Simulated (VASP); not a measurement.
Data:

```yaml
crystal:
  lattice:
    - [0.00000, 2.76508, 2.76508]
    - [2.76508, 0.00000, 2.76508]
    - [2.76508, 2.76508, 0.00000]
  atoms:
    - { symbol: Al, position: [0.00000, 0.00000, 0.00000] }
    - { symbol: P, position: [0.25000, 0.25000, 0.25000] }
```

Level of theory: revPBE GGA, VASP's PBE PAW potentials (set 64) (plane waves; VASP 6.6.1). Settings: 520 eV cut-off, Gaussian smearing of 0.050 eV, potentials Al P.

Q: Give the energies of bands 2 to 7 at the high-symmetry points, in eV from the valence-band maximum.

A: 
```json
[
 {"band": "2", "Γ": "0.00", "X": "-5.15", "U": "-4.88", "L": "-5.33", "W": "-4.79"},
 {"band": "3", "Γ": "0.00", "X": "-2.02", "U": "-3.25", "L": "-0.74", "W": "-3.01"},
 {"band": "4", "Γ": "0.00", "X": "-2.02", "U": "-1.66", "L": "-0.74", "W": "-2.67"},
 {"band": "5", "Γ": "3.09", "X": "1.71", "U": "2.52", "L": "2.75", "W": "4.36"},
 {"band": "6", "Γ": "4.53", "X": "2.54", "U": "5.09", "L": "4.83", "W": "5.79"},
 {"band": "7", "Γ": "4.53", "X": "10.81", "U": "8.34", "L": "4.83", "W": "6.17"}
]
```

The gap is indirect, 1.71 eV, from the valence maximum at Γ to the conduction minimum at X.

Measured: gap 2.54 eV (computed value off by -0.83 eV), as given by Wei Chen et al., Physical Review Materials (2018), doi:10.1103/physrevmaterials.2.073803 [zero-point renormalisation of 0.02 eV added back (the table's ZPR column)].

The compound is AlP in the zinc blende structure. It was relaxed first.
